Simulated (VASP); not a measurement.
# MgS (Niningerite): structure and properties in VASP, part 4 of 4

Aim: relax MgS (Niningerite), then compute properties on the relaxed cell. The start is a cell from a database of measured crystal structures.

VASP 6.6.1; PBEsol; plane waves and PAW (Mg, S).

So far, gap on the k-mesh (eV): step 2 (relaxing cell and atoms (PBEsol)) 2.95; step 3 (second relaxation) 2.73; step 6 (total and projected DOS (PBEsol)) 2.82. The relaxed cell has a = 5.178 Å (conventional setting).

## (8) Optical spectrum (PBEsol) (continued)

Real dielectric function, xx against photon energy:

| photon energy (eV) | real dielectric function, xx |
| --- | --- |
| 0.0 | 6.07 |
| 0.5 | 6.10 |
| 1.0 | 6.19 |
| 1.5 | 6.36 |
| 2.0 | 6.62 |
| 2.5 | 7.00 |
| 3.0 | 7.58 |
| 3.5 | 8.53 |
| 4.0 | 9.95 |
| 4.5 | 12.1 |
| 5.0 | 14.4 |
| 5.5 | 13.2 |
| 6.0 | 6.77 |
| 6.5 | -2.21 |
| 7.0 | -0.187 |
| 7.5 | 0.125 |
| 8.0 | -1.55 |
| 8.5 | -3.60 |
| 9.0 | -5.01 |
| 9.5 | -3.28 |
| 10.0 | -2.89 |
| 10.5 | -2.08 |
| 11.0 | -2.66 |
| 11.5 | -1.84 |
| 12.0 | -1.97 |
| 12.5 | -1.41 |
| 13.0 | -1.34 |
| 13.5 | -1.23 |
| 14.0 | -0.991 |
| 14.5 | -0.747 |
| 15.0 | -0.536 |
| 15.5 | -0.434 |
| 16.0 | -0.377 |
| 16.5 | -0.285 |
| 17.0 | -0.166 |
| 17.5 | -0.0267 |
| 18.0 | -0.00825 |
| 18.5 | 0.0272 |
| 19.0 | 0.0749 |
| 19.5 | 0.135 |
| 20.0 | 0.146 |
| 20.5 | 0.203 |
| 21.0 | 0.219 |
| 21.5 | 0.264 |
| 22.0 | 0.285 |
| 22.5 | 0.318 |
| 23.0 | 0.372 |
| 23.5 | 0.388 |
| 24.0 | 0.394 |
| 24.5 | 0.414 |

Its static limit, 6.07, stands beside 5.48 from the response with local fields; local fields, the finite band count and the meshes make the difference. The mean of ε2 over directions passes 5 % of its top at 4.12 eV, against a least direct gap of 3.71 eV on this mesh, so the first direct transitions are weak, forbidden or few. The indirect gap (2.73 eV in the band run) doesn't show, since phonons are left out.

## (9) A single point (PBEsol) with a changed input

A single point gives energy, forces and stress at these settings. Some settings are moved from the usual, to see what they do.

Input file INCAR:

```
SYSTEM = MgS
PREC = Accurate
ENCUT = 400
EDIFF = 1E-06
NELM = 100
ISMEAR = 1
SIGMA = 0.2
LREAL = .FALSE.
ALGO = Normal
GGA = PS
NBANDS = 10
LORBIT = 11
LWAVE = .FALSE.
LCHARG = .FALSE.
KPAR = 2
ISIF = 2
```

Input file POSCAR:

```
MgS
1.0
    0.0000000000      2.5891624412      2.5891624412
    2.5891624412      0.0000000000      2.5891624412
    2.5891624412      2.5891624412      0.0000000000
Mg S
1 1
Direct
    0.0000000000      0.0000000000      0.0000000000
    0.5000000000      0.5000000000      0.5000000000
```

Input file KPOINTS:

```
Automatic mesh
0
Gamma
8 8 8
0 0 0
```

The projector-augmented-wave data sets are Mg and S (PBE family, release 64).

The run is started by

```sh
$ mpirun -np 2 vasp_std
```

The log of the run:

```text
[... set-up lines as in an earlier step ...]
 entering main loop
       N       E                     dE             d eps       ncg     rms          rms(c)
DAV:   1     0.136360367856E+02    0.13636E+02   -0.33009E+03   660   0.526E+02
DAV:   2    -0.861150303903E+01   -0.22248E+02   -0.20625E+02   748   0.916E+01
DAV:   3    -0.943467743894E+01   -0.82317E+00   -0.82233E+00   678   0.187E+01
DAV:   4    -0.943941844980E+01   -0.47410E-02   -0.47404E-02   746   0.173E+00
DAV:   5    -0.943944848895E+01   -0.30039E-04   -0.30039E-04   662   0.121E-01    0.416E+00
DAV:   6    -0.911726090491E+01    0.32219E+00   -0.70770E-01   624   0.353E+00    0.315E+00
DAV:   7    -0.907661735809E+01    0.40644E-01   -0.18941E-01   652   0.197E+00    0.194E+00
DAV:   8    -0.907408046609E+01    0.25369E-02   -0.99791E-03   650   0.617E-01    0.710E-01
DAV:   9    -0.907388800056E+01    0.19247E-03   -0.47567E-04   646   0.130E-01    0.300E-01
DAV:  10    -0.907388213182E+01    0.58687E-05   -0.15420E-04   646   0.589E-02    0.115E-02
DAV:  11    -0.907388243584E+01   -0.30402E-06   -0.25871E-06   636   0.973E-03
   1 F= -.90738824E+01 E0= -.90742970E+01  d E =0.124354E-02
```

Run time: 4.6 s. Hardware: 2 MPI ranks of Intel Xeon Platinum 8375C at 2.90GHz (Ice Lake), shared host; peak memory 0.25 GiB; 7.2 s of CPU time.

Parts of OUTCAR (step 9):

```text
   NELECT =       8.0000    total number of electrons

 E-fermi :   3.8773

 k-point     1 :       0.0000    0.0000    0.0000
  band No.  band energies     occupation
      1      -8.9612      2.00000
      2       3.8062      1.56194
      3       3.8062      1.56194
      4       3.8062      1.56194
      5       7.5126     -0.00000
      6      11.6505      0.00000
      7      11.6505      0.00000
      8      11.6505      0.00000
      9      14.1332      0.00000
    ...

  Total       -0.0071127     -0.0071127     -0.0071127      0.0000000     -0.0000000     -0.0000000
  in kB       -0.3282747     -0.3282747     -0.3282747      0.0000000     -0.0000000     -0.0000000
  external PRESSURE =      -0.3282747 kB  Pullay stress =       0.0000000 kB

 POSITION                                       TOTAL-FORCE (eV/Angst)
 -----------------------------------------------------------------------------------
      0.00000      0.00000      0.00000        -0.000000      0.000000     -0.000000
      2.58916      2.58916      2.58916         0.000000     -0.000000      0.000000
 -----------------------------------------------------------------------------------
    total drift:                               -0.000000     -0.000000      0.000000

  FREE ENERGIE OF THE ION-ELECTRON SYSTEM (eV)
  ---------------------------------------------------
  free  energy   TOTEN  =        -9.0738824358 eV

  energy  without entropy=       -9.0751259791  energy(sigma->0) =       -9.07429695

[... 9 parts as in an earlier step ...]

[... 8 further parts left out ...]
```

Methfessel-Paxton smearing is not meant for a cell with a gap.

Numbers from this step:

| Item | Value |
| --- | --- |
| SCF cycles | 11 |
| bands | 10 |
| irreducible k-points | 29 |
| free energy (TOTEN) | -9.074 eV |
| energy at zero smearing | -9.074 eV |
| Fermi energy | 3.877 eV |
| pressure | -0.03283 GPa |
| conduction bottom at k | 0.5, 0.5, 0 |
| gap on the k-mesh | 2.734 eV |
| least direct gap on the k-mesh | 3.706 eV |

Against the sound run “Single point with fields (PBEsol)”, the energy at zero smearing moves by +0.1 meV an atom, the pressure by -0.01 GPa and the gap by +0.00 eV.

## (10) Results

* relaxed volume: 17.36 Å³/atom
* relaxed conventional cell a, b, c: 5.178, 5.178, 5.178 Å
* space group after relaxing, within 0.02 Å: Fm-3m (No. 225)
* band gap: 2.73 eV, indirect (least direct gap of that run 3.71 eV)
* gap among the points of the DOS mesh alone, an upper bound: 2.82 eV
* electronic dielectric constant, mean: 5.48
* strongest peak of ε2, mean over directions: 6.05 eV
* ε1 at zero frequency, no local fields, mean: 6.07

With PBEsol, MgS (Niningerite) relaxes to 17.36 Å³/atom in space group Fm-3m (held by the symmetry of the run) and has an indirect gap of 2.73 eV. Against the listed cell the volume lies -1.4 %. Bands along the symmetry lines (PBEsol): On this path the gap is indirect, 2.73 eV, with the valence top at Γ and the conduction bottom at X. The least direct gap is 3.71 eV. Dielectric tensor and Born charges (PBEsol): The electronic dielectric tensor with local fields is isotropic, 5.48. Dielectric tensor and Born charges (PBEsol): Mean Born effective charge: Mg1 2.30, S2 -2.30 e. Semilocal functionals usually underestimate gaps. No search among competing phases was made, and a listed structure need not be the one stable at ambient conditions. All values are for a static lattice at zero temperature.

[Lines on the potential files, build, host, timing and source positions are cut from VASP's logs without a mark.]

[Logs are printed without paths, hosts, clocks, repeated set-up lines and the standing remarks that a program may print on its own settings, such as how far it seeks lower states.]

[Hosts, paths, dates, database ids (printed as entryN), source tags and the programs' standing remarks are cut or masked in the printed files.]

[A measured line is paired with the nearest computed mode of its activity, which favours agreement.]

[In band tables of VASP the shares of atoms and orbitals are scaled to a sum of 1 inside the atoms' spheres.]
